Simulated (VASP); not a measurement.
The system is Be3CdO4.

```
Be Cd O
1.0
     2.88663    0.00000    0.00000
     0.00000    2.88663    0.00000
     0.00000    0.00000    8.12376
Be Cd O
3 1 4
Direct
  0.50000 0.50000 0.75432
  0.00000 0.00000 0.50000
  0.50000 0.50000 0.24568
  0.00000 0.00000 0.00000
  0.00000 0.00000 0.24966
  0.50000 0.50000 0.00000
  0.00000 0.00000 0.75034
  0.50000 0.50000 0.50000
```

The cell was built by a generator and needn't be a form met in nature.

```yaml
Program: VASP 6.6.1
Task: relaxation of cell and atoms
Functional: PBE
Potentials_or_basis: VASP PAW PBE potentials, release 64 (Be, Cd, O)
Cutoff: 520 eV
k_mesh: 5 × 5 × 2
Occupations: gaussian, width 0.15 eV
Spin: no spin polarisation
```

At the start: pressure 14.5 GPa; volume 8.46 Å³/atom.

Question: Where does the relaxation end?

Answer: Over 18 steps the energy falls by 388.4 meV/atom and the volume is 9.10 Å³/atom (+7.6 %); space group P4/mmm (No. 123, to 0.05 Å).

The path:
```tsv
step	energy change (eV)	largest force (eV/Å)	pressure (GPa)	volume (Å³)
1	0.0000	4.7887	14.46	67.69
2	-1.0672	2.5270	-12.45	75.45
3	-1.1082	2.2674	-8.94	73.96
4	-2.1156	2.4066	-5.02	71.39
5	1.6757	13.2254	64.63	63.38
6	-2.2211	2.3627	-2.40	70.40
7	-2.6715	2.6470	15.09	66.93
8	-2.7254	1.9196	6.86	68.19
9	-2.7478	1.7305	9.07	67.78
10	-2.7414	2.9920	10.92	71.28
11	-3.0187	0.4500	8.28	69.62
12	-3.0430	0.6146	-5.27	74.55
13	-3.0982	0.1775	0.63	72.20
14	-3.0980	0.1922	-0.22	72.35
15	-3.0981	0.1881	0.08	72.27
16	-3.1029	0.1565	-0.09	72.53
17	-3.1047	0.1398	-0.40	72.85
18	-3.1076	0.0599	-0.37	72.81
```

Final structure:
```cif
data_structure
_symmetry_space_group_name_H-M 'P 1'
_symmetry_Int_Tables_number 1
_cell_length_a 3.0837
_cell_length_b 3.0837
_cell_length_c 7.6570
_cell_angle_alpha 90.000
_cell_angle_beta 90.000
_cell_angle_gamma 90.000
_cell_volume 72.81
loop_
_atom_site_label
_atom_site_type_symbol
_atom_site_fract_x
_atom_site_fract_y
_atom_site_fract_z
_atom_site_occupancy
Be1 Be 0.50000 0.50000 0.70170 1
Be2 Be 0.00000 0.00000 0.50000 1
Be3 Be 0.50000 0.50000 0.29830 1
Cd1 Cd 0.00000 0.00000 0.00000 1
O1 O 0.00000 0.00000 0.29664 1
O2 O 0.50000 0.50000 0.00000 1
O3 O 0.00000 0.00000 0.70335 1
O4 O 0.50000 0.50000 0.50000 1
```

Caveat: the k mesh is coarse (spacing up to 0.44 Å⁻¹), so the values aren't converged.
